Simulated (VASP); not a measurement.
NbAl2N3:

```
CELL_PARAMETERS angstrom
3.71242 0.00000 0.00000
-1.85621 3.21505 0.00000
0.00000 0.00000 6.64474
ATOMIC_POSITIONS crystal
Al 0.66667 0.33333 0.68472
Al 0.33333 0.66667 0.31528
Nb 0.00000 0.00000 0.00000
N 0.66667 0.33333 0.35610
N 0.33333 0.66667 0.64390
N 0.00000 0.00000 0.50000
```

The cell was built by a generator and needn't be a form met in nature.

```yaml
Program: VASP 6.6.1
Task: relaxation of cell and atoms
Functional: PBE
Potentials_or_basis: VASP PAW PBE potentials, release 64 (Al, Nb_sv, N)
Cutoff: 520 eV
k_mesh: 4 × 4 × 2
Occupations: gaussian, width 0.15 eV
Spin: no spin polarisation
```

At the start: pressure -18.7 GPa; volume 13.22 Å³/atom.

Problem. How do energy, volume and symmetry change on relaxing?

Solution. Over 19 steps the energy falls by 2227.9 meV/atom and the volume is 9.23 Å³/atom (-30.2 %); space group P-3m1 (No. 164, to 0.05 Å).

The path:
```
step  energy change (eV)  largest force (eV/Å)  pressure (GPa)  volume (Å³)
   1              0.0000                2.7346          -18.72        79.31
   2             -2.0800                4.5537            7.22        62.87
   3             -2.1342                5.4618           22.38        58.63
   4             -3.4116                5.5723           24.68        56.20
   5             -5.6392                3.5602           47.67        49.30
   6             -7.4333                3.5718           11.11        54.61
   7             -7.5362                3.8005            5.18        56.29
   8             -8.8662                2.6642           -4.00        57.97
   9            -11.0882                2.8375          -19.23        62.41
  10            -11.8165                3.8888          -14.17        60.70
  11            -11.9901                4.2723           -9.90        59.56
  12            -12.5728                3.3185           -6.19        57.98
  13            -13.1001                2.0859            4.10        55.21
  14            -13.1053                2.2589            5.73        54.85
  15            -13.3109                1.1742            1.76        55.24
  16            -13.3444                0.7384            0.03        55.43
  17            -13.3450                0.7790           -0.27        55.46
  18            -13.3670                0.0872           -0.03        55.39
  19            -13.3671                0.0516           -0.09        55.39
```

Final structure:
```
Al Nb N
1.0
     2.90300    0.00000    0.00000
    -1.45150    2.51407    0.00000
     0.00000    0.00000    7.58886
Al Nb N
2 1 3
Direct
  0.66667 0.33333 0.65518
  0.33333 0.66667 0.34482
  0.00000 0.00000 0.00000
  0.66667 0.33333 0.19600
  0.33333 0.66667 0.80400
  0.00000 0.00000 0.50000
```

Caveat: the k mesh is coarse (spacing up to 0.49 Å⁻¹), so the values aren't converged; the volume moved by over 15 % at a fixed basis, so the end points are rough.
